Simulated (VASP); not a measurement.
Input:

```
YN
1.0
    0.00000     2.42762     2.42762
    2.42762     0.00000     2.42762
    2.42762     2.42762     0.00000
Y N
1 1
Direct
  0.00000   0.00000   0.00000
  0.50000   0.50000   0.50000
```

Calculation: PBEsol GGA, VASP's PBE PAW potentials (set 64) (plane waves; VASP 6.6.1). Numerical set-up: 520 eV cut-off, Gaussian smearing of 0.050 eV, potentials Y_sv N.

**Question.** Give the energies of bands 6 to 11 at the high-symmetry points, in eV from the valence-band maximum.

**Answer.** 
```csv
band,Γ,X,U,L,W
6,0.00,-1.47,-2.24,-4.20,-2.21
7,0.00,-0.37,-1.58,-2.32,-1.55
8,0.00,-0.37,-1.34,-2.32,-1.55
9,3.12,0.07,2.42,5.79,4.02
10,3.12,6.99,6.35,6.50,4.02
11,3.12,7.45,7.19,6.50,7.52
```

The gap is indirect, 0.07 eV, from the valence maximum at Γ to the conduction minimum at X.

The structure was generated: YN was put into the rock salt type (Fm-3m), which need not be its known phase. It was relaxed first, which changed the volume by -36 %.
